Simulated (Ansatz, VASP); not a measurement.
# Cross-check of Ru (Ru(0001)) between VASP and Ansatz, part 2 of 2

Aim: how closely do two programs agree when they are given the same cell, functional and k mesh? Of the first pair: The structure shown is the start of the Ansatz relaxation below; VASP solves that cell, so the two are compared at the walk's first step.

VASP 6.6.1 and Ansatz 0.2.0.

So far: The structure; Ansatz: relaxation, PBE; VASP: single point, PBE, start cell, pair 1.

### 3. VASP: single point, PBE, start cell, pair 1 (continued)

Level of this step: PBE; plane waves and PAW (Ru_pv) (VASP).

Numbers of over 12 decimals in the logs are rounded to 6 here.

From OUTCAR (step 3):

```text
ion  position               nearest neighbor table
   1  0.667  0.667  0.369-   2 2.65   2 2.65   2 2.65
   2  1.000  0.000  0.456-   3 2.65   3 2.65   3 2.65   1 2.65   1 2.65   1 2.65
   3  0.667  0.667  0.544-   2 2.65   2 2.65   2 2.65   4 2.65   4 2.65   4 2.65
   4  1.000  0.000  0.631-   3 2.65   3 2.65   3 2.65

  LATTYP: Found a hexagonal cell.
 ALAT       =     2.7000000000
 C/A-ratio  =     9.0426666667

 Subroutine GETGRP returns: Found 12 space group operations
 (whereof  6 operations were pure point group operations)

The static configuration has the point symmetry C_3v.
 The point group associated with its full space group is D_3d.

 Found     19 irreducible k-points:

   k-points           NKPTS =     19   k-points in BZ     NKDIM =     19   number of bands    NBANDS=     34

   dimension x,y,z NGX =    18 NGY =   18 NGZ =  160
   dimension x,y,z NGXF=    36 NGYF=   36 NGZF=  320

   ENCUT  =  400.0 eV  29.40 Ry    5.42 a.u.   4.40  4.40 39.82*2*pi/ulx,y,z

   NELECT =      56.0000    total number of electrons

 k-points in reciprocal lattice and weights: Automatic mesh
   0.00000000  0.00000000  0.00000000       0.007
   0.08333333  0.00000000  0.00000000       0.042
   0.16666667 -0.00000000  0.00000000       0.042
   0.25000000 -0.00000000  0.00000000       0.042
   0.33333333 -0.00000000  0.00000000       0.042
   0.41666667 -0.00000000  0.00000000       0.042
   0.50000000 -0.00000000  0.00000000       0.021
   0.16666667  0.08333333  0.00000000       0.042
   0.25000000  0.08333333  0.00000000       0.083
[...]
-0.41666667  0.25000000  0.00000000       0.083
  -0.33333333  0.33333333  0.00000000       0.014

 dipolmoment           0.000000      0.000000     -0.000000 electrons x Angstroem

 average (electrostatic) potential at core
       1 -78.4420       2 -78.9013       3 -78.9013       4 -78.4420

 E-fermi :   1.2821

 k-point     1 :       0.0000    0.0000    0.0000
  band No.  band energies     occupation
    ...
     26      -0.6422      2.00000
     27      -0.4588      2.00000
     28       0.4791      1.99935
     29       0.4791      1.99935
     30       1.3820      0.53808
     31       1.4862      0.22989
     32       1.4862      0.22989
     33       2.2515      0.00012
     34       2.2526      0.00012

 k-point     2 :       0.0833    0.0000    0.0000
  band No.  band energies     occupation
    ...
     27      -0.4074      2.00000
     28       0.3054      1.99989
     29       0.4189      1.99964
     30       0.9058      1.95463
     31       1.1687      1.51327
     32       1.4261      0.38308
     33       1.7460      0.01915
     34       2.2434      0.00013

 k-point     3 :       0.1667   -0.0000    0.0000
  band No.  band energies     occupation
    ...
     28       0.0332      1.99999
     29       0.2943      1.99990
     30       0.5317      1.99890
     31       1.0031      1.88422
     32       1.3251      0.78833
     33       2.2148      0.00018
     34       2.2311      0.00015

  Total       -2.0424583     -2.0424583     -2.1418628      0.0000000      0.0000000      0.0000000
  in kB      -21.2297723    -21.2297723    -22.2630053      0.0000000      0.0000000      0.0000000
  external PRESSURE =     -21.5741833 kB  Pullay stress =       0.0000000 kB

  energy-cutoff  :      400.00
  volume of cell :      154.14
      direct lattice vectors                 reciprocal lattice vectors
     2.700000000  0.000000000  0.000000000     0.370370370 -0.213833433  0.000000000
     1.350000000  2.338268590  0.000000000     0.000000000  0.427666866  0.000000000
     0.000000000  0.000000000 24.415200000     0.000000000  0.000000000  0.040958092

 POSITION                                       TOTAL-FORCE (eV/Angst)
 -----------------------------------------------------------------------------------
      2.70000      1.55885      9.00000         0.000000      0.000000      0.456631
      2.70000      0.00000     11.13840         0.000000     -0.000000     -0.539389
      2.70000      1.55885     13.27680         0.000000      0.000000      0.539389
      2.70000      0.00000     15.41520        -0.000000     -0.000000     -0.456631
 -----------------------------------------------------------------------------------
    total drift:                                0.000818     -0.000473      0.000017

  FREE ENERGIE OF THE ION-ELECTRON SYSTEM (eV)
  ---------------------------------------------------
  free  energy   TOTEN  =       -34.8927939137 eV

  energy  without entropy=      -34.7372092156  energy(sigma->0) =      -34.81500156

 vacuum level on the upper side and lower side of the slab         6.371         6.371

 total charge
# of ion       s       p       d       tot
------------------------------------------
    1        0.388   6.219   5.934  12.541
    2        0.405   6.317   5.941  12.662
    3        0.405   6.317   5.941  12.662
    4        0.388   6.219   5.934  12.541
--------------------------------------------------
tot          1.586  25.071  23.749  50.406

[... 3 further parts left out ...]
```

### 4. Side by side

Known differences besides the potentials themselves: the data sets hold 64 valence electrons in Ansatz (on its default PAW (the set named soft_2) files) and 56 in VASP; the cutoff is 420 eV in Ansatz and 400 eV in VASP. Total energies have different zeros and are not compared.

Forces (eV/Å; atoms numbered as in POSCAR):

| atom | Ansatz x, y, z | VASP x, y, z |
| --- | --- | --- |
| Ru1 | 0.000, 0.000, 0.462 | 0.000, 0.000, 0.457 |
| Ru2 | 0.000, 0.000, -0.536 | 0.000, 0.000, -0.539 |
| Ru3 | 0.000, 0.000, 0.536 | 0.000, 0.000, 0.539 |
| Ru4 | 0.000, 0.000, -0.462 | 0.000, 0.000, -0.457 |

The forces differ by 2.6 meV/Å r.m.s., which is 0.9 % of the r.m.s. force of 0.289 eV/Å (both taken over all components). Where the cell holds vacuum, a pressure given here is an average over it and none of the material.

### 5. Ansatz: relaxation, PBE

This run makes the geometry at which the two programs are then compared.

The structure compared here is the end of the Ansatz relaxation.

This is the run of step 2 again, met here at its other cell.

### 6. VASP: single point, PBE, relaxed atoms in a fixed cell, pair 2

The same cell, functional, mesh and smearing now go to VASP, with its own data sets.

Contents of INCAR:

```
SYSTEM = Ru
PREC = Accurate
ENCUT = 400
EDIFF = 1E-06
NELM = 120
ISMEAR = -1
SIGMA = 0.1
LREAL = .FALSE.
ALGO = Normal
GGA = PE
NBANDS = 34
LASPH = .TRUE.
LORBIT = 11
LWAVE = .FALSE.
LCHARG = .FALSE.
ISIF = 2
LDIPOL = .TRUE.
IDIPOL = 3
DIPOL = 0.5 0.5 0.5
LVHAR = .TRUE.
GGA_COMPAT = .FALSE.
NELMDL = -8
```

Contents of POSCAR:

```
Ru
1.0
    2.7000000000      0.0000000000      0.0000000000
    1.3500000000      2.3382685902      0.0000000000
    0.0000000000      0.0000000000     24.4152000000
Ru
4
Direct
    0.6666666667      0.6666666667      0.3686228251
    0.0000000000      0.0000000000      0.4562076084
    0.6666666667      0.6666666667      0.5445865178
    0.0000000000      0.0000000000      0.6299889927
```

Contents of KPOINTS:

```
Automatic mesh
0
Gamma
12 12 1
0 0 0
```

Potentials, in the order of the species: Ru_pv (PBE family, release 64).

Command:

```
mpirun -np 1 vasp_std
```

Output:

```text
[... set-up lines as in an earlier step ...]
 entering main loop
       N       E                     dE             d eps       ncg     rms          rms(c)
DAV:   1     0.454778010789E+03    0.45478E+03   -0.32514E+04  1756   0.127E+03
DAV:   2    -0.233945695029E+02   -0.47817E+03   -0.46713E+03  1454   0.404E+02
DAV:   3    -0.372174297278E+02   -0.13823E+02   -0.13262E+02  1694   0.646E+01
DAV:   4    -0.375887492336E+02   -0.37132E+00   -0.36664E+00  1712   0.866E+00
[...]
DAV:  29    -0.349057040482E+02   -0.16841E-05   -0.70051E-08   678   0.848E-04    0.357E-04
DAV:  30    -0.349057061050E+02   -0.20569E-05   -0.14873E-07   716   0.722E-04    0.989E-05
DAV:  31    -0.349057064871E+02   -0.38209E-06   -0.35973E-08   672   0.418E-04
   1 F= -.34905706E+02 E0= -.34826904E+02  d E =-.157605E+00
```

From OUTCAR (step 6):

```text
  Total       -1.7290543     -1.7290543     -1.3487386      0.0000000      0.0000000      0.0000000
  in kB      -17.9721808    -17.9721808    -14.0190928      0.0000000      0.0000000      0.0000000
  external PRESSURE =     -16.6544848 kB  Pullay stress =       0.0000000 kB

 POSITION                                       TOTAL-FORCE (eV/Angst)
 -----------------------------------------------------------------------------------
      2.70000      1.55885      9.00000         0.000000      0.000000      0.466202
      0.00000      0.00000     11.13840        -0.000000      0.000000     -0.459821
      2.70000      1.55885     13.29619        -0.000000     -0.000000     -0.021830
      0.00000      0.00000     15.38131        -0.000000     -0.000000      0.015448
 -----------------------------------------------------------------------------------
    total drift:                               -0.000000     -0.000000     -0.000006

  FREE ENERGIE OF THE ION-ELECTRON SYSTEM (eV)
  ---------------------------------------------------
  free  energy   TOTEN  =       -34.9057064871 eV

  energy  without entropy=      -34.7481011823  energy(sigma->0) =      -34.82690383

[... 2 parts as in an earlier step ...]

[... 1 further part left out ...]
[key lines of the parts left out:]
E-fermi :   1.3071
```

### 7. Comparison

What differs besides the data sets and the points named for the pairs above, as far as they apply: the data sets hold 64 valence electrons in Ansatz (on its default PAW (the set named soft_2) files) and 56 in VASP. Total energies have different zeros and are not compared.

Compared:

| quantity | Ansatz | VASP | difference |
| --- | --- | --- | --- |
| work function, lower of the two faces (eV) | 5.05 | 5.04 | 0.00 |
| work function, higher of the two faces (eV) | 5.08 | 5.07 | 0.00 |

Forces (eV/Å; atoms numbered as in POSCAR):

| atom | Ansatz x, y, z | VASP x, y, z |
| --- | --- | --- |
| Ru1 | 0.000, 0.000, 0.472 | 0.000, 0.000, 0.466 |
| Ru2 | 0.000, 0.000, -0.459 | 0.000, 0.000, -0.460 |
| Ru3 | 0.000, 0.000, -0.017 | 0.000, 0.000, -0.022 |
| Ru4 | 0.000, 0.000, 0.004 | 0.000, 0.000, 0.015 |

The forces differ by 3.9 meV/Å r.m.s., which is 2.1 % of the r.m.s. force of 0.189 eV/Å (both taken over all components). Where the cell holds vacuum, a pressure given here is an average over it and none of the material.

### 8. Results

```yaml
r_m_s_force_difference_single_point_pbe_start_cell_pair_1: 0.91 % of the r.m.s. force
r_m_s_force_difference_single_point_pbe_relaxed_atoms_in_a_fixed_cell_pair_2: 3.9 meV/Å
```

In words: The r.m.s. force difference is 3.9 meV/Å (single point, PBE, relaxed atoms in a fixed cell, pair 2), within the 12 meV/Å picked in this series as the mark of a large difference. The data sets hold unlike numbers of valence electrons (64 in Ansatz and 56 in VASP), so part of the differences may come from the potentials. Such differences can come from data sets, numerical settings and the points named under the comparisons, not from the functional's error against experiment.

[Lines on the potential files, build, host, timing and source positions are cut from VASP's logs without a mark.]

[Logs are printed without paths, hosts, clocks, repeated set-up lines and the standing remarks that a program may print on its own settings, such as how far it seeks lower states.]

[Hosts, paths, dates, database ids (printed as entryN), source tags and the programs' standing remarks are cut or masked in the printed files.]
